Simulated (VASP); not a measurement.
Given:

GaN is modelled in the cubic space group F-43m (No. 216), the zinc blende structure, Pearson symbol cF8. Conventional cell: a = 4.5200 Å, b = 4.5200 Å, c = 4.5200 Å, α = 90.00°, β = 90.00°, γ = 90.00°. Ga on 4a has 4 N at 1.957 Å (tetrahedral). N on 4d is surrounded by 4 Ga at 1.957 Å (tetrahedral). (Neighbours: up to the widest gap in distance over summed covalent radii, below 1.35, at either atom; cation-cation and far metal-metal contacts left out.)
(The calculation used a cell of 2 atoms; values per cell refer to that cell.)

These are Bethe-Salpeter equation (Tamm-Dancoff) on G0W0 levels and PBE orbitals, VASP's PBE PAW potentials (set 64) (plane waves; VASP 6.6.1) values and carry that method's errors. Run with PREC = Normal, 500 eV cut-off, 6×6×6 Γ-centred mesh, Gaussian smearing of 0.010 eV, potentials Ga_d_GW N_GW_new.

The mesh is coarse, so the spectrum and binding energies are not converged.

The BSE takes 3 valence and 4 conduction bands in the Tamm-Dancoff approximation; the smallest direct G0W0 gap on the mesh is 2.84 eV.

Where does the first bright exciton lie on this mesh?

At 2.48 eV. Its distance from the direct gap isn't converged on a mesh this coarse and overstates the binding.

| ħω (eV) | ε₂ |
|---|---|
| 0.00 | 0.00 |
| 0.30 | 0.02 |
| 0.50 | 0.03 |
| 0.80 | 0.05 |
| 1.00 | 0.07 |
| 1.30 | 0.11 |
| 1.50 | 0.15 |
| 1.80 | 0.30 |
| 2.10 | 0.84 |
| 2.30 | 2.94 |
| 2.60 | 5.14 |
| 2.80 | 1.20 |
| 3.10 | 0.46 |
| 3.30 | 0.38 |
| 3.60 | 0.43 |
| 3.80 | 0.61 |
| 4.10 | 1.91 |
| 4.40 | 15.1 |
| 4.60 | 2.93 |
| 4.90 | 0.96 |
| 5.10 | 0.92 |
| 5.40 | 2.67 |
| 5.60 | 4.96 |
| 5.90 | 5.75 |
| 6.20 | 9.07 |
| 6.40 | 4.14 |
| 6.70 | 8.84 |
| 6.90 | 5.20 |
| 7.20 | 9.91 |
| 7.40 | 8.67 |
| 7.70 | 4.98 |
| 7.90 | 8.63 |
| 8.20 | 7.35 |
| 8.50 | 3.04 |
| 8.70 | 2.90 |
| 9.00 | 1.36 |
| 9.20 | 1.50 |
| 9.50 | 7.98 |
| 9.70 | 5.44 |
| 10.00 | 8.12 |

The compound is GaN in the zinc blende structure, a metastable form; wurtzite is the usual one. The cell was not relaxed at this level.
